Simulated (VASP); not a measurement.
These are PBE GGA, VASP's PBE PAW potentials (set 64) (plane waves; VASP 6.6.1) values and carry that method's errors.

Input for VASP

INCAR:
```
SYSTEM  =  CoAl
PREC  =  Accurate; ENCUT  =  400; LREAL  =  F
LASPH  =  T; NBANDS  =  7
EDIFF  =  1E-6; NELM  =  100; ALGO  =  Normal
LMAXMIX  =  4
ISMEAR  =  1; SIGMA  =  0.1
GGA  =  PE
ISIF  =  2
LWAVE  =  F; LCHARG  =  F
```

**POSCAR**
```
CoAl
5.8745880
  0.5000000000   0.0000000000   0.0000000000
  0.0000000000   0.4755569242   0.0000000000
  0.0000000000   0.0000000000   0.4816761618
Al Co
1 1
Cartesian
  0.2500000000   0.2377784621   0.2408380809
  0.0163305000   0.0000000000   0.0000000000
```

### KPOINTS
```
Automatic mesh
0
Gamma
11 12 12
0 0 0
```

POTCAR, in this order: Al Co (PBE.64 set). Program: vasp_std.

Output

OSZICAR:
```
       N       E                     dE             d eps       ncg     rms          rms(c)
DAV:   1     0.360898736407E+02    0.36090E+02   -0.45691E+03  4130   0.147E+03
DAV:   2    -0.119012953141E+02   -0.47991E+02   -0.47290E+02  4172   0.242E+02
DAV:   3    -0.135372791127E+02   -0.16360E+01   -0.16248E+01  4914   0.521E+01
DAV:   4    -0.135955740178E+02   -0.58295E-01   -0.58245E-01  5411   0.888E+00
DAV:   5    -0.135968096701E+02   -0.12357E-02   -0.12350E-02  5075   0.847E-01    0.125E+01
DAV:   6    -0.163940138254E+02   -0.27972E+01   -0.93534E+01  5019   0.180E+02    0.173E+01
DAV:   7    -0.119642573925E+02    0.44298E+01   -0.37223E+01  5208   0.112E+02    0.174E+00
DAV:   8    -0.119540770645E+02    0.10180E-01   -0.17368E-01  4151   0.539E+00    0.114E+00
DAV:   9    -0.119413455509E+02    0.12732E-01   -0.44389E-02  5096   0.413E+00    0.266E-01
DAV:  10    -0.119410159484E+02    0.32960E-03   -0.97382E-04  5208   0.530E-01    0.118E-01
DAV:  11    -0.119409998703E+02    0.16078E-04   -0.53918E-05  5131   0.938E-02    0.349E-02
DAV:  12    -0.119409972240E+02    0.26463E-05   -0.13269E-05  5159   0.682E-02    0.887E-03
DAV:  13    -0.119409969987E+02    0.22535E-06   -0.34328E-07  2107   0.670E-03
   1 F= -.11940997E+02 E0= -.11940753E+02  d E =-.731122E-03
```

OUTCAR:
```
------------------------ aborting loop because EDIFF is reached ----------------------------------------
  FORCE on cell =-STRESS in cart. coord.  units (eV):
  Direction    XX          YY          ZZ          XY          YZ          ZX
  --------------------------------------------------------------------------------------
  Total       -0.5181607      0.5724755      0.1467264      0.0000000      0.0000000      0.0000000
  in kB      -35.7532217     39.5009525     10.1241603      0.0000000      0.0000000      0.0000000
  external PRESSURE =       4.6239637 kB  Pullay stress =       0.0000000 kB
  volume of cell :       23.22
      direct lattice vectors                 reciprocal lattice vectors
     2.937294000  0.000000000  0.000000000     0.340449407  0.000000000  0.000000000
     0.000000000  2.793701000  0.000000000     0.000000000  0.357948113  0.000000000
     0.000000000  0.000000000  2.829649000     0.000000000  0.000000000  0.353400722
 POSITION                                       TOTAL-FORCE (eV/Angst)
 -----------------------------------------------------------------------------------
      1.46865      1.39685      1.41482         0.701470      0.000000      0.000000
      0.09593      0.00000      0.00000        -0.701470      0.000000      0.000000
 -----------------------------------------------------------------------------------
    total drift:                               -0.000222      0.000000      0.000006
  FREE ENERGIE OF THE ION-ELECTRON SYSTEM (eV)
  ---------------------------------------------------
  free  energy   TOTEN  =       -11.9409969987 eV

  energy  without entropy=      -11.9402658762  energy(sigma->0) =      -11.94075329
```
(Selected blocks of OUTCAR.)

The compound is CoAl in the CsCl type structure. The cell was not relaxed at this level, atoms are displaced from their ideal sites. The run is one of a series of settings (NBANDS = 7 against the base run), some of them coarse on purpose. The run is not spin-polarised, so no magnetic state was tried. VASP warned that the highest band is occupied, so more bands are needed.
